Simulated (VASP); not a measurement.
A VASP calculation is set up with these files.

**KPOINTS**
```
Automatic mesh
0
Gamma
14 14 14
0 0 0
```

**INCAR**
```
! general
SYSTEM  = Pd
PREC    = Accurate
ENCUT   = 480
LREAL   = .FALSE.
LASPH   = .TRUE.

! electronic loop
EDIFF   = 1E-7
NELM    = 100
ALGO    = Normal
LMAXMIX = 4
LMIXTAU = .TRUE.

! smearing
ISMEAR  = 1
SIGMA   = 0.1

! functional
METAGGA = R2SCAN

! ions
ISIF    = 2

! output
LWAVE   = .FALSE.
LCHARG  = .FALSE.
```

POSCAR:
```
Pd
2.765840
  0.0000000000   0.7071067832   0.7071067832
  0.7071067832   0.0000000000   0.7071067832
  0.7071067832   0.7071067832   0.0000000000
Pd
1
Cartesian
  0.0000000000   0.0000000000   0.0000000000
```

POTCAR, in this order: Pd (PBE.64 set). Program: vasp_std.

**Question.** Write an equivalent input for Ansatz.

**Answer.** One equivalent input (not run):
Ansatz 0.2 input:
```yaml
crystal:
  lattice:
    - [0.0000000, 1.9557442, 1.9557442]
    - [1.9557442, 0.0000000, 1.9557442]
    - [1.9557442, 1.9557442, 0.0000000]
  atoms:
    - { symbol: Pd, position: [0.0000000, 0.0000000, 0.0000000] }
kpoints:
  mp_grid: { grid: [14, 14, 14] }
hamiltonian:
  xc: r2scan
  pseudopotentials: { kind: paw }
scf:
  occupations: { method: methfessel_paxton, width: 0.1 }
  max_iter: 100
output: { forces: true, stress: true, eigenvalues: true }
```
Limits of the translation: each code has its own PAW files, so the cut-off isn't converted (ENCUT is set for VASP's; basis.ecutwfc is left out, and Ansatz then takes the one that its files recommend); Ansatz stops its SCF on the density residual and VASP on the energy change (EDIFF).

The compound is Pd in the fcc structure. It was relaxed first.
